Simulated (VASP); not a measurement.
A VASP calculation is set up with these files.

### KPOINTS
```
Automatic mesh
0
Gamma
9 9 2
0 0 0
```

**POSCAR**
```
MoS2
1
    1.6014718964    -2.7738304058     0.0000000000
    1.6014718964     2.7738304058     0.0000000000
    0.0000000000     0.0000000000    16.2230898567
Mo S
2 4
Direct
  0.3333330000   0.6666670000   0.2500000000
  0.6666670000   0.3333330000   0.7500000000
  0.3333330000   0.6666670000   0.8462760821
  0.6666670000   0.3333330000   0.3462760821
  0.6666670000   0.3333330000   0.1537239179
  0.3333330000   0.6666670000   0.6537239179
```

INCAR:
```
! general
SYSTEM   =  MoS2
PREC     =  Accurate
ENCUT    =  520
LREAL    =  .FALSE.
LASPH    =  .TRUE.

! electronic loop
EDIFF    =  1E-7
NELM     =  100
ALGO     =  Normal
LMAXMIX  =  4

! smearing
ISMEAR   =  -5

! functional
GGA      =  RE

! ions
ISIF     =  2

! output
LWAVE    =  .FALSE.
LCHARG   =  .TRUE.
LORBIT   =  11
NEDOS    =  601

! other
LEFG     =  .TRUE.
```

POTCAR, in this order: Mo_sv S (PBE.64 set). Program: vasp_std.

Question: Write an equivalent input for Ansatz.

Answer: One equivalent input (not run):
Ansatz 0.2 input:
```yaml
crystal:
  lattice:
    - [1.6014719, -2.7738304, 0.0000000]
    - [1.6014719, 2.7738304, 0.0000000]
    - [0.0000000, 0.0000000, 16.2230899]
  atoms:
    - { symbol: Mo, position: [0.3333330, 0.6666670, 0.2500000] }
    - { symbol: Mo, position: [0.6666670, 0.3333330, 0.7500000] }
    - { symbol: S, position: [0.3333330, 0.6666670, 0.8462761] }
    - { symbol: S, position: [0.6666670, 0.3333330, 0.3462761] }
    - { symbol: S, position: [0.6666670, 0.3333330, 0.1537239] }
    - { symbol: S, position: [0.3333330, 0.6666670, 0.6537239] }
kpoints:
  mp_grid: { grid: [9, 9, 2] }
hamiltonian:
  xc: revpbe
  pseudopotentials: { kind: paw }
scf:
  occupations: { method: tetrahedron }
  max_iter: 100
output: { forces: true, stress: true, eigenvalues: true }
```
Limits of the translation: each code has its own PAW files, so the cut-off isn't converted (ENCUT is set for VASP's; basis.ecutwfc is left out, and Ansatz then takes the one that its files recommend); Ansatz stops its SCF on the density residual and VASP on the energy change (EDIFF); the field gradients of LEFG aren't asked of the other code.

The compound is MoS2 in the 2H layered structure. It was relaxed first, which changed the volume by +36 %.
